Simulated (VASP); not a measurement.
# Si3Bi2Te3 (R-3m) in VASP: a series of runs

One crystal, Si3Bi2Te3, is run at these levels: PBE; tasks: relaxation of cell and atoms.

Program: VASP 6.6.1. These are calculated values, not measurements. Logs are shortened: lines on timing, memory, paths and dates and some standing lists are left out, and cuts for length are marked.

## 1. The structure

The structure is trigonal, space group R-3m (No. 166). Conventional cell: a = 4.100 Å, b = 4.100 Å, c = 41.500 Å, α = 90.00°, β = 90.00°, γ = 120.00°. Si (site symmetry 3m) is surrounded by 3 Si at 2.93 Å and 3 Te at 2.93 Å. Si (site symmetry -3m) has 6 Si at 2.93 Å as nearest neighbours. Around Bi (site symmetry 3m) lie 6 Te at 2.93 Å. Around Te (site symmetry 3m) lie 3 Bi at 2.93 Å and 3 Si at 2.93 Å. Around Te (site symmetry -3m) lie 6 Bi at 2.93 Å.

The cell was built by a generator and needn't be a form met in nature.

## 2. Relaxation of cell and atoms, PBE

Contents of INCAR:

```
SYSTEM = Si3Bi2Te3
ALGO = Fast
EDIFF = 1E-4
EDIFFG = -0.08
ENCUT = 520
GGA = PE
IBRION = 2
ISIF = 3
ISMEAR = 0
LASPH = .True.
LCHARG = .False.
LREAL = .False.
LWAVE = .False.
NELM = 60
NSW = 24
PREC = Normal
SIGMA = 0.15
```

Contents of KPOINTS:

```
k-points
0
Gamma
  4 4 4
  0 0 0
```

Contents of POSCAR:

```
Si3Bi2Te3
1.0
    2.0500000000      1.1835680500     13.8333333300
   -2.0500000000      1.1835680500     13.8333333300
    0.0000000000     -2.3671361000     13.8333333300
Si Bi Te
3 2 3
Direct
    0.8750000000      0.8750000000      0.8750000000
    0.1250000000      0.1250000000      0.1250000000
    0.5000000000      0.5000000000      0.5000000000
    0.6250000000      0.6250000000      0.6250000000
    0.3750000000      0.3750000000      0.3750000000
    0.2500000000      0.2500000000      0.2500000000
    0.7500000000      0.7500000000      0.7500000000
    0.0000000000      0.0000000000      0.0000000000
```

Potentials or basis: VASP PAW PBE potentials, release 64 (Si, Bi_d, Te).

On the command line:

```bash
$ cat potpaw_PBE.64/Si/POTCAR potpaw_PBE.64/Bi_d/POTCAR potpaw_PBE.64/Te/POTCAR > POTCAR
$ mpirun -np 1 vasp_std > vasp.out
```

OUTCAR:

```text
SYSTEM = Si3Bi2Te3
   EDIFF = 1E-4
   EDIFFG = -0.08
   ENCUT = 520
   GGA = PE
   IBRION = 2
   ISIF = 3
   ISMEAR = 0
   LASPH = .True.
   LREAL = .False.
   NELM = 60
   NSW = 24
   PREC = Normal

 ion  position               nearest neighbor table
   1  0.875  0.875  0.875-   3 2.93   6 2.93   3 2.93   3 2.93   6 2.93   6 2.93
   2  0.125  0.125  0.125-   7 2.93   3 2.93   7 2.93   7 2.93   3 2.93   3 2.93
   3  0.500  0.500  0.500-   2 2.93   1 2.93   2 2.93   2 2.93   1 2.93   1 2.93
   4  0.625  0.625  0.625-   6 2.93   8 2.93   6 2.93   6 2.93   8 2.93   8 2.93
   5  0.375  0.375  0.375-   8 2.93   7 2.93   8 2.93   8 2.93   7 2.93   7 2.93
   6  0.250  0.250  0.250-   1 2.93   4 2.93   1 2.93   1 2.93   4 2.93   4 2.93
   7  0.750  0.750  0.750-   5 2.93   2 2.93   5 2.93   5 2.93   2 2.93   2 2.93
   8  0.000  0.000  0.000-   4 2.93   5 2.93   4 2.93   4 2.93   5 2.93   5 2.93

  LATTYP: Found a trigonal (rhomboedric) cell.
 ALAT       =    14.0344021728
 COS(alpha) =     0.9573273237

  Lattice vectors:

 A1 = (   2.0500000000,   1.1835680500,  13.8333333300)
 A2 = (  -2.0500000000,   1.1835680500,  13.8333333300)
 A3 = (   0.0000000000,  -2.3671361000,  13.8333333300)

Analysis of symmetry for initial positions (statically):
=====================================================================
 Subroutine PRICEL returns:
 Original cell was already a primitive cell.

 Routine SETGRP: Setting up the symmetry group for a
 trigonal (rhombohedral) supercell.

 Subroutine GETGRP returns: Found 12 space group operations
 (whereof 12 operations were pure point group operations)
 out of a pool of 12 trial point group operations.

The static configuration has the point symmetry D_3d.

Analysis of symmetry for dynamics (positions and initial velocities):
=====================================================================
 Subroutine PRICEL returns:
 Original cell was already a primitive cell.

 Routine SETGRP: Setting up the symmetry group for a
 trigonal (rhombohedral) supercell.

 Subroutine GETGRP returns: Found 12 space group operations
 (whereof 12 operations were pure point group operations)
 out of a pool of 12 trial point group operations.

The dynamic configuration has the point symmetry D_3d.

 Subroutine INISYM returns: Found 12 space group operations
 (whereof 12 operations are pure point group operations),
 and found     1 'primitive' translations

----------------------------------------------------------------------------------------

                                     Primitive cell

  volume of cell :     201.3841

  direct lattice vectors                    reciprocal lattice vectors
     2.050000000  1.183568050 13.833333330     0.243902439  0.140817139  0.024096386
    -2.050000000  1.183568050 13.833333330    -0.243902439  0.140817139  0.024096386
     0.000000000 -2.367136100 13.833333330     0.000000000 -0.281634278  0.024096386

  length of vectors
    14.034402173 14.034402173 14.034402172     0.282663231  0.282663231  0.282663231

  position of ions in fractional coordinates (direct lattice)
     0.875000000  0.875000000  0.875000000
     0.125000000  0.125000000  0.125000000
     0.500000000  0.500000000  0.500000000
     0.625000000  0.625000000  0.625000000
     0.375000000  0.375000000  0.375000000
     0.250000000  0.250000000  0.250000000
     0.750000000  0.750000000  0.750000000
     0.000000000  0.000000000  0.000000000

  ion indices of the primitive-cell ions
   primitive index   ion index
                 1           1
                 2           2
                 3           3
                 4           4
                 5           5
                 6           6
                 7           7
                 8           8

----------------------------------------------------------------------------------------

 KPOINTS: k-points

Automatic generation of k-mesh.
 Grid dimensions read from file:
 generate k-points for:    4    4    4

 Generating k-lattice:

  Cartesian coordinates                     Fractional coordinates (reciprocal lattice)
     0.060975610  0.035204285  0.006024096     0.250000000 -0.000000000  0.000000000
    -0.060975610  0.035204285  0.006024096    -0.000000000  0.250000000  0.000000000
     0.000000000 -0.070408570  0.006024096     0.000000000  0.000000000  0.250000000

  Length of vectors
     0.070665808  0.070665808  0.070665808

  Shift w.r.t. Gamma in fractional coordinates (k-lattice)
     0.000000000  0.000000000  0.000000000

 Subroutine IBZKPT returns following result:
 ===========================================

 Found     13 irreducible k-points:

 Following reciprocal coordinates:
            Coordinates               Weight
  0.000000  0.000000  0.000000      1.000000
  0.250000 -0.000000  0.000000      6.000000
  0.500000 -0.000000  0.000000      3.000000
  0.250000  0.250000  0.000000      6.000000
  0.500000  0.250000  0.000000     12.000000
 -0.250000  0.250000  0.000000      6.000000
  0.500000  0.500000  0.000000      3.000000
  0.250000  0.250000  0.250000      2.000000
  0.500000  0.250000  0.250000      6.000000
 -0.250000  0.250000  0.250000      6.000000
  0.500000  0.500000  0.250000      6.000000
 -0.250000  0.500000  0.250000      6.000000
  0.500000  0.500000  0.500000      1.000000
   k-points           NKPTS =     13   k-points in BZ     NKDIM =     13   number of bands    NBANDS=     36
   number of dos      NEDOS =    301   number of ions     NIONS =      8
   total plane-waves  NPLWV = 512000
   dimension x,y,z NGX =    80 NGY =   80 NGZ =   80
   dimension x,y,z NGXF=   160 NGYF=  160 NGZF=  160
   ions per type =               3   2   3
   NGX,Y,Z   is equivalent  to a cutoff of   9.48,  9.48,  9.48 a.u.
   NGXF,Y,Z  is equivalent  to a cutoff of  18.95, 18.95, 18.95 a.u.
 SYSTEM =  Si3Bi2Te3
   PREC   = normal    normal or accurate (medium, high low for compatibility)
   ISTART =      0    job   : 0-new  1-cont  2-samecut
   ICHARG =      2    charge: 1-file 2-atom 10-const
   ISPIN  =      1    spin polarized calculation?
   LNONCOLLINEAR =      F non collinear calculations
   LSORBIT =      F    spin-orbit coupling
   LASPH  =      T    aspherical Exc in radial PAW
   ENCUT  =  520.0 eV  38.22 Ry    6.18 a.u.  26.09 26.09 26.09*2*pi/ulx,y,z
   NELM   =     60;   NELMIN=  2; NELMDL= -5     # of ELM steps
   EDIFF  = 0.1E-03   stopping-criterion for ELM
   LREAL  =      F    real-space projection
   EDIFFG = -.8E-01   stopping-criterion for IOM
   NSW    =     24    number of steps for IOM
   IBRION =      2    ionic relax: 0-MD 1-quasi-New 2-CG
   NFREE  =      1    steps in history (QN), initial steepest desc. (CG)
   ISIF   =      3    stress and relaxation
   ISYM   =      2    0-nonsym 1-usesym 2-fastsym
   POTIM  = 0.5000    time-step for ionic-motion
   TEBEG  =    0.0;   TEEND  =   0.0 temperature during run
   PSTRESS=    0.0 pullay stress
   NELECT =      60.0000    total number of electrons
   NUPDOWN=      -1.0000    fix difference up-down
   EMIN   =  10.00;   EMAX   =-10.00  energy-range for DOS
   EFERMI =   0.00;   METHOD = LEGACY
   ISMEAR =     0;   SIGMA  =   0.15  broadening in eV -4-tet -1-fermi 0-gaus
   EFERMI_NEDOS =   21; number of points for ismear=-14 and -15
   IALGO  =     68    algorithm
   IMIX   =      4    mixing-type and parameters
     AMIX     =   0.40;   BMIX     =  1.00
     AMIX_MAG =   1.60;   BMIX_MAG =  1.00
  volume/ion in A,a.u.               =      25.17       169.88
  Fermi-wavevector in a.u.,A,eV,Ry     =   1.093411  2.066248 16.266419  1.195548
  Thomas-Fermi vector in A             =   2.229696
   LORBIT       =      0    0 simple, 1 ext, 2 COOP (PROOUT), +10 PAW based schemes
   GGA     = PE    functional components
   LHFCALC =     F    Hartree Fock is set to
   AEXX    =    0.0000 exact exchange contribution
   IVDW    =     0    specifies the selected vdW correction
   LEPSILON=     F    determine dielectric tensor
   LRPA    =     F    only Hartree local field effects (RPA)
 conjugate gradient relaxation of ions
 non-spin polarized calculation
 RMM-DIIS sequential band-by-band and
 Gauss-broadening in eV      SIGMA  =   0.15
  energy-cutoff  :      520.00
  volume of cell :      201.38
 maximum number of plane-waves:      5464
   NGX = 53   NGY = 53   NGZ = 53

--------------------------------------- Ionic step        1  -------------------------------------------

 number of electron      59.9999995 magnetization

 Free energy of the ion-electron system (eV)
  ---------------------------------------------------
  ext. energy  EPLUGINS =         0.00000000
  ---------------------------------------------------
  free energy    TOTEN  =       -28.91455785 eV

  energy without entropy =      -28.87913819  energy(sigma->0) =      -28.89684802

 E-fermi :   8.1206     XC(G=0): -10.0719

 val. band max:        7.9817422532   @ k =  -0.2500   0.2500   0.0000
 cond. band min:       8.1763620436   @ k =   0.2500   0.2500   0.0000
 fundamental gap:      0.1946197904
 Fermi energy:         8.1205744915

 k-point     1 :       0.0000    0.0000    0.0000
  band No.  band energies     occupation
      1     -15.4680      2.00000
      2     -15.4680      2.00000
      3     -15.4577      2.00000
      4     -15.4577      2.00000
      5     -15.4260      2.00000
      6     -15.4233      2.00000
[... 615 lines left out ...]
  FREE ENERGIE OF THE ION-ELECTRON SYSTEM (eV)
  ---------------------------------------------------
  free  energy   TOTEN  =       -30.1059490879 eV

  energy  without entropy=      -30.0657657586  energy(sigma->0) =      -30.08585742

[... ionic steps 4 to 11 ...]

--------------------------------------- Ionic step       12  -------------------------------------------

 number of electron      59.9999998 magnetization

------------------------ aborting loop because EDIFF is reached ----------------------------------------

  FORCE on cell =-STRESS in cart. coord.  units (eV):
  Direction    XX          YY          ZZ          XY          YZ          ZX
  --------------------------------------------------------------------------------------
  -------------------------------------------------------------------------------------
  Total       -0.0717340     -0.0717340     -0.0924650      0.0000000     -0.0000000      0.0000000
  in kB       -0.5319302     -0.5319302     -0.6856570      0.0000000     -0.0000000      0.0000000
  external PRESSURE =      -0.5831725 kB  Pullay stress =       0.0000000 kB
[... 69 lines left out ...]
  energy  without entropy=      -32.3783067577  energy(sigma->0) =      -32.38861639

--------------------------------------- Ionic step       14  -------------------------------------------

 number of electron      60.0000000 magnetization

 Free energy of the ion-electron system (eV)
  ---------------------------------------------------
  ext. energy  EPLUGINS =         0.00000000
  ---------------------------------------------------
  free energy    TOTEN  =       -32.40089471 eV

  energy without entropy =      -32.38003161  energy(sigma->0) =      -32.39046316

 E-fermi :   7.2071     XC(G=0):  -9.7739

 val. band max:        6.9849718057   @ k =   0.5000   0.5000   0.0000
 cond. band min:       7.2116184147   @ k =   0.5000   0.5000   0.2500
 fundamental gap:      0.2266466090
 Fermi energy:         7.2070828909

 k-point     1 :       0.0000    0.0000    0.0000
  band No.  band energies     occupation
      1     -16.2660      2.00000
      2     -16.2660      2.00000
      3     -16.2654      2.00000
      4     -16.2654      2.00000
      5     -16.2390      2.00000
      6     -16.2376      2.00000
[... 531 lines left out ...]
  FREE ENERGIE OF THE ION-ELECTRON SYSTEM (eV)
  ---------------------------------------------------
  free  energy   TOTEN  =       -32.4008947055 eV

  energy  without entropy=      -32.3800316114  energy(sigma->0) =      -32.39046316

 reached required accuracy - stopping structural energy minimisation
```

It took 26 min on 1 thread of Intel Xeon 6975P-C (Granite Rapids), shared host; peak memory 1.1 GiB.

What came out:

```
Free energy                            : -32.4009 eV
Relaxed volume                         : 26.92 Å³/atom
Relaxed cell                           : a = 14.688 Å, b = 14.688 Å, c = 14.688 Å, α = 16.21°, β = 16.21°, γ = 16.21°
Space group after relaxing (to 0.05 Å) : R-3m (No. 166)
Energy gained by relaxing              : 435.8 meV/atom
Ionic steps                            : 14
Pressure after relaxing                : 0.0 GPa
Largest force after relaxing           : 0.033 eV/Å
Band gap on the k mesh                 : none (metal or under the smearing width)
```

Forces on the atoms (eV/Å):
```
Si   0.000  0.000  0.018
Si   0.000  0.000 -0.018
Si   0.000  0.000  0.000
Bi   0.000  0.000  0.030
Bi   0.000  0.000 -0.030
Te   0.000  0.000 -0.033
Te   0.000  0.000  0.033
Te   0.000  0.000  0.000
```

Stress tensor (GPa, compression positive):
```
 0.02  0.00  0.00
 0.00  0.02  0.00
 0.00  0.00 -0.18
```

The path:
| step | energy change (eV) | largest force (eV/Å) | pressure (GPa) | volume (Å³) |
| --- | --- | --- | --- | --- |
| 1 | 0.0000 | 2.0674 | 10.01 | 201.38 |
| 2 | -1.0358 | 1.1823 | -3.76 | 250.81 |
| 3 | -1.1914 | 1.3324 | -1.41 | 235.62 |
| 4 | -1.4993 | 1.3765 | -1.27 | 232.95 |
| 5 | -2.3610 | 1.3454 | -0.71 | 225.01 |
| 6 | -3.1504 | 0.3150 | 2.30 | 209.47 |
| 7 | -3.3058 | 0.3389 | -0.01 | 217.00 |
| 8 | -3.3058 | 0.3515 | 0.01 | 217.22 |
| 9 | -3.4062 | 0.2427 | -0.13 | 216.92 |
| 10 | -3.4840 | 0.1168 | -0.11 | 215.99 |
| 11 | -3.4845 | 0.1778 | -0.03 | 216.10 |
| 12 | -3.4845 | 0.1139 | -0.06 | 216.06 |
| 13 | -3.4844 | 0.1205 | -0.10 | 216.03 |
| 14 | -3.4863 | 0.0327 | -0.05 | 215.33 |

Final structure:
```cif
data_structure
_symmetry_space_group_name_H-M 'P 1'
_symmetry_Int_Tables_number 1
_cell_length_a 14.6883
_cell_length_b 14.6883
_cell_length_c 14.6883
_cell_angle_alpha 16.212
_cell_angle_beta 16.212
_cell_angle_gamma 16.212
_cell_volume 215.33
loop_
_atom_site_label
_atom_site_type_symbol
_atom_site_fract_x
_atom_site_fract_y
_atom_site_fract_z
_atom_site_occupancy
Si1 Si 0.85582 0.85582 0.85582 1
Si2 Si 0.14418 0.14418 0.14418 1
Si3 Si 0.50000 0.50000 0.50000 1
Bi1 Bi 0.61565 0.61565 0.61565 1
Bi2 Bi 0.38435 0.38435 0.38435 1
Te1 Te 0.23760 0.23760 0.23760 1
Te2 Te 0.76240 0.76240 0.76240 1
Te3 Te 0.00000 0.00000 0.00000 1
```

Levels at points of the mesh, in eV from the Fermi level:
```
           k point  band 26  band 27  band 28  band 29  band 30  band 31  band 32  band 33  band 34  band 35
(0.00, 0.00, 0.00)    -0.88    -0.88    -0.74    -0.68    -0.68    -0.52     0.30     1.09     1.09     1.53
(0.50, 0.00, 0.00)    -2.73    -2.45    -2.33    -1.69    -0.61     0.50     0.82     1.00     1.01     1.74
(0.50, 0.50, 0.00)    -2.83    -2.10    -1.49    -1.36    -0.56    -0.22     0.07     0.17     1.66     2.35
(0.50, 0.50, 0.50)    -1.47    -1.09    -1.09    -0.47    -0.47    -0.34     0.84     0.86     0.86     0.95
```

Caveat: the k mesh is coarse (spacing up to 0.44 Å⁻¹), so the values aren't converged; spin-orbit coupling is left out, which moves the levels of the heavy elements; the relaxation stopped at a loose force limit of 0.08 eV/Å, so its end isn't a converged minimum.

## 3. Relaxation of cell and atoms, PBE

This run uses another cell than the first one, of 24.47 Å³/atom, 0.972 times its volume.

INCAR is that of step 2.

Contents of KPOINTS:

```
k-points
0
Gamma
  3 3 2
  0 0 0
```

Contents of POSCAR:

```
Si3Bi2Te3
1.0
    4.4250469600      0.0000000000      0.0000000000
    0.0000000000      4.4250469600      0.0000000000
    0.0000000000      0.0000000000      9.9969623400
Si Bi Te
3 2 3
Direct
    0.0000000000      0.0000000000      0.5000000000
    0.0000000000      0.0000000000      0.0000000000
    0.5000000000      0.5000000000      0.5000000000
    0.5000000000      0.0000000000      0.7496179900
    0.0000000000      0.5000000000      0.2503820100
    0.0000000000      0.5000000000      0.7525407100
    0.5000000000      0.0000000000      0.2474592900
    0.5000000000      0.5000000000      0.0000000000
```

Potentials or basis: VASP PAW PBE potentials, release 64 (Si, Bi_d, Te).

On the command line:

```bash
$ cat potpaw_PBE.64/Si/POTCAR potpaw_PBE.64/Bi_d/POTCAR potpaw_PBE.64/Te/POTCAR > POTCAR
$ mpirun -np 1 vasp_std > vasp.out
```

Wall time 2.2 min (1 thread of Intel Xeon 6975P-C (Granite Rapids), shared host); peak memory 0.23 GiB.

Results (log left out):

```
Free energy                            : -29.9419 eV
Relaxed volume                         : 26.97 Å³/atom
Relaxed cell                           : a = 4.470 Å, b = 4.470 Å, c = 10.798 Å, α = 90.00°, β = 90.00°, γ = 90.00°
Space group after relaxing (to 0.05 Å) : P-4m2 (No. 115)
Energy gained by relaxing              : 138.4 meV/atom
Ionic steps                            : 15
Pressure after relaxing                : 0.0 GPa
Largest force after relaxing           : 0.045 eV/Å
Band gap on the k mesh                 : none (metal or under the smearing width)
```

Forces in eV/Å, atoms in the order of the input:
```
Si   0.000  0.000  0.000
Si   0.000  0.000  0.000
Si   0.000  0.000  0.000
Bi   0.000  0.000  0.034
Bi   0.000  0.000 -0.034
Te   0.000  0.000  0.045
Te   0.000  0.000 -0.045
Te   0.000  0.000  0.000
```

Stress tensor (GPa, compression positive):
```
-0.07  0.00  0.00
 0.00 -0.07  0.00
 0.00  0.00  0.12
```

Step by step:
```csv
step,energy change (eV),largest force (eV/Å),pressure (GPa),volume (Å³)
1,0.0000,0.9074,2.85,195.75
2,-0.1875,0.7933,-1.37,208.28
3,-0.1878,0.8659,-1.29,207.57
4,-0.3059,0.7752,-0.86,205.76
5,-0.5033,0.5592,0.58,200.29
6,-0.6314,0.4842,0.49,201.50
7,-0.7552,0.4490,0.71,202.99
8,-0.9097,0.5979,1.81,205.77
9,-0.9923,0.3067,-1.40,223.76
10,-1.0085,0.3841,-0.81,218.43
11,-1.0574,0.2760,-0.11,218.05
12,-1.0593,0.2584,0.02,217.96
13,-1.0753,0.2080,-0.10,218.14
14,-1.0992,0.0630,-0.58,218.67
15,-1.1072,0.0451,-0.01,215.79
```

Final structure:
```yaml
crystal:
  lattice:
    - [4.47024, 0.00000, 0.00000]
    - [0.00000, 4.47024, 0.00000]
    - [0.00000, 0.00000, 10.79845]
  atoms:
    - { symbol: Si, position: [0.00000, 0.00000, 0.50000] }
    - { symbol: Si, position: [0.00000, 0.00000, 0.00000] }
    - { symbol: Si, position: [0.50000, 0.50000, 0.50000] }
    - { symbol: Bi, position: [0.50000, 0.00000, 0.67334] }
    - { symbol: Bi, position: [0.00000, 0.50000, 0.32666] }
    - { symbol: Te, position: [0.00000, 0.50000, 0.75242] }
    - { symbol: Te, position: [0.50000, 0.00000, 0.24758] }
    - { symbol: Te, position: [0.50000, 0.50000, 0.00000] }
```

Levels at points of the mesh, in eV from the Fermi level:
| k point | band 27 | band 28 | band 29 | band 30 | band 31 | band 32 | band 33 | band 34 |
| --- | --- | --- | --- | --- | --- | --- | --- | --- |
| (0.00, 0.00, 0.00) | -1.06 | -0.80 | -0.55 | -0.55 | -0.08 | 0.78 | 0.99 | 0.99 |
| (0.00, 0.00, 0.50) | -1.08 | -1.04 | -1.04 | -0.18 | 0.08 | 0.52 | 1.21 | 1.21 |

Caveat: the k mesh is coarse (spacing up to 0.47 Å⁻¹), so the values aren't converged; spin-orbit coupling is left out, which moves the levels of the heavy elements; the relaxation stopped at a loose force limit of 0.08 eV/Å, so its end isn't a converged minimum.
